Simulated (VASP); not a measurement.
Here is the system:

```yaml
crystal:
  lattice:
    - [0.00000, 2.05991, 2.05991]
    - [2.05991, 0.00000, 2.05991]
    - [2.05991, 2.05991, 0.00000]
  atoms:
    - { symbol: Cr, position: [0.00000, 0.00000, 0.00000] }
    - { symbol: B, position: [0.50000, 0.50000, 0.50000] }
```

Calculation: PBEsol GGA, VASP's PBE PAW potentials (set 64) (plane waves; VASP). Settings: 520 eV cut-off, Gaussian smearing of 0.050 eV, potentials Cr_pv B.

Task: Give the energies of bands 4 to 10 at the high-symmetry points, in eV from the Fermi level.

Result: 
```csv
band,Γ,X,U,L,W
4,-11.98,-7.86,-7.16,-7.02,-7.00
5,-1.37,-4.26,-4.48,-6.48,-4.15
6,-1.37,-3.45,-4.26,-3.54,-4.15
7,-1.37,0.33,-2.16,-3.54,-3.13
8,-0.53,1.06,0.70,0.60,1.06
9,-0.53,1.06,0.74,0.60,1.69
10,4.34,1.06,1.92,2.43,1.69
```

It has no gap at this level: it comes out as a metal or semimetal.

The structure was generated: CrB was put into the rock salt type (Fm-3m), which need not be its known phase. It was relaxed first, which changed the volume by -37 %. The run is not spin-polarised, so no magnetic state was tried. The electron count is odd and the run is not spin-polarised, which forces a metal.
